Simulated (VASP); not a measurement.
A convergence study with VASP on BeS (zinc blende): one setting is varied, all else stays as given below, so the limit is that of these other settings.

```yaml
crystal:
  lattice:
    - [0.00000, 2.43500, 2.43500]
    - [2.43500, 0.00000, 2.43500]
    - [2.43500, 2.43500, 0.00000]
  atoms:
    - { symbol: Be, position: [0.00000, 0.00000, 0.00000] }
    - { symbol: S, position: [0.25000, 0.25000, 0.25000] }
```

The numbers are results of PBE GGA, VASP's PBE PAW potentials (set 64) (plane waves; VASP), not measurements. The tightest run used: 550 eV cut-off, 18×18×18 Γ-centred mesh, Gaussian smearing of 0.050 eV, potentials Be S.

### Question
The settings run are 1×1×1 mesh; 2×2×2 mesh; 3×3×3 mesh; 4×4×4 mesh; 5×5×5 mesh; 6×6×6 mesh; 7×7×7 mesh; 8×8×8 mesh; 9×9×9 mesh; 10×10×10 mesh; 11×11×11 mesh; 12×12×12 mesh; 13×13×13 mesh; 14×14×14 mesh; 15×15×15 mesh; 16×16×16 mesh; 17×17×17 mesh; 18×18×18 mesh. From which on does the stress (every component) stay within 0.2 GPa of the tightest run?

### Answer
From 5×5×5 mesh on: it is off by 0.14 there and by no more than 0.2 in any finer run, while 4×4×4 mesh is off by 0.53.
```json
[
 {"setting": "1×1×1 mesh", "E (eV/atom)": "2.2724", "pressure (GPa)": "81.63", "irreducible k-points": "1", "difference judged (GPa)": "81.26"},
 {"setting": "2×2×2 mesh", "E (eV/atom)": "-4.2568", "pressure (GPa)": "11.23", "irreducible k-points": "3", "difference judged (GPa)": "10.85"},
 {"setting": "3×3×3 mesh", "E (eV/atom)": "-4.8860", "pressure (GPa)": "2.51", "irreducible k-points": "4", "difference judged (GPa)": "2.14"},
 {"setting": "4×4×4 mesh", "E (eV/atom)": "-4.9820", "pressure (GPa)": "0.90", "irreducible k-points": "8", "difference judged (GPa)": "0.53"},
 {"setting": "5×5×5 mesh", "E (eV/atom)": "-5.0011", "pressure (GPa)": "0.52", "irreducible k-points": "10", "difference judged (GPa)": "0.14"},
 {"setting": "6×6×6 mesh", "E (eV/atom)": "-5.0053", "pressure (GPa)": "0.41", "irreducible k-points": "16", "difference judged (GPa)": "0.04"},
 {"setting": "7×7×7 mesh", "E (eV/atom)": "-5.0064", "pressure (GPa)": "0.38", "irreducible k-points": "20", "difference judged (GPa)": "0.01"},
 {"setting": "8×8×8 mesh", "E (eV/atom)": "-5.0066", "pressure (GPa)": "0.38", "irreducible k-points": "29", "difference judged (GPa)": "0.00"},
 {"setting": "9×9×9 mesh", "E (eV/atom)": "-5.0067", "pressure (GPa)": "0.37", "irreducible k-points": "35", "difference judged (GPa)": "0.00"},
 {"setting": "10×10×10 mesh", "E (eV/atom)": "-5.0067", "pressure (GPa)": "0.37", "irreducible k-points": "47", "difference judged (GPa)": "0.00"},
 {"setting": "11×11×11 mesh", "E (eV/atom)": "-5.0067", "pressure (GPa)": "0.37", "irreducible k-points": "56", "difference judged (GPa)": "0.00"},
 {"setting": "12×12×12 mesh", "E (eV/atom)": "-5.0067", "pressure (GPa)": "0.37", "irreducible k-points": "72", "difference judged (GPa)": "0.00"},
 {"setting": "13×13×13 mesh", "E (eV/atom)": "-5.0067", "pressure (GPa)": "0.37", "irreducible k-points": "84", "difference judged (GPa)": "0.00"},
 {"setting": "14×14×14 mesh", "E (eV/atom)": "-5.0067", "pressure (GPa)": "0.37", "irreducible k-points": "104", "difference judged (GPa)": "0.00"},
 {"setting": "15×15×15 mesh", "E (eV/atom)": "-5.0067", "pressure (GPa)": "0.37", "irreducible k-points": "120", "difference judged (GPa)": "0.00"},
 {"setting": "16×16×16 mesh", "E (eV/atom)": "-5.0067", "pressure (GPa)": "0.37", "irreducible k-points": "145", "difference judged (GPa)": "0.00"},
 {"setting": "17×17×17 mesh", "E (eV/atom)": "-5.0067", "pressure (GPa)": "0.37", "irreducible k-points": "165", "difference judged (GPa)": "0.00"},
 {"setting": "18×18×18 mesh", "E (eV/atom)": "-5.0067", "pressure (GPa)": "0.37", "irreducible k-points": "195", "difference judged (GPa)": "0.00"}
]
```

Left out are rungs that failed or repeat a setting and relaxations that didn't move; long series are thinned to 24 rows.

The compound is BeS in the zinc blende structure. The cell was not relaxed at this level.
